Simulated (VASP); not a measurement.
```xyz
1
Lattice="-1.5800 1.5800 1.5800 1.5800 -1.5800 1.5800 1.5800 1.5800 -1.5800" Properties=species:S:1:pos:R:3 pbc="T T T"
W      0.0000     0.0000     0.0000
```

The base run (VASP): PBE GGA, plane waves, VASP's PBE PAW potentials (set 64). Settings: 400 eV cut-off, 15×15×15 Γ-centred mesh, first-order Methfessel-Paxton smearing of 0.10 eV, potentials W_sv.

One setting is varied; ΔE counts from the base run. The base run took about 7 core-seconds. Costs are core time on shared hosts, one run each; read them as rough ratios.

Pressures at a finite cut-off, here 400 eV, hold a Pulay part, which wasn't tested here.

| setting | cost over the base run | electronic steps | ΔE (meV/atom) | pressure (GPa) |
|---|---|---|---|---|
| PREC = Low | within a factor of 2 | 11 | -1.3 | 7.97 |
| PREC = Normal | within a factor of 2 | 11 | 0.0 | 7.94 |
| LASPH = .FALSE. | within a factor of 2 | 11 | 1.2 | 7.93 |
| PREC = Single | within a factor of 2 | 11 | -0.2 | 7.97 |
| base run | reference | 11 | 0.0 | 7.94 |
| ADDGRID = .TRUE. | within a factor of 2 | 11 | 0.0 | 7.94 |
| LREAL = Auto | within a factor of 2 | 11 | -0.5 | 7.98 |

Left out are runs that failed, have no time on record or changed the cell.

The compound is W in the bcc structure. The cell was not relaxed at this level.
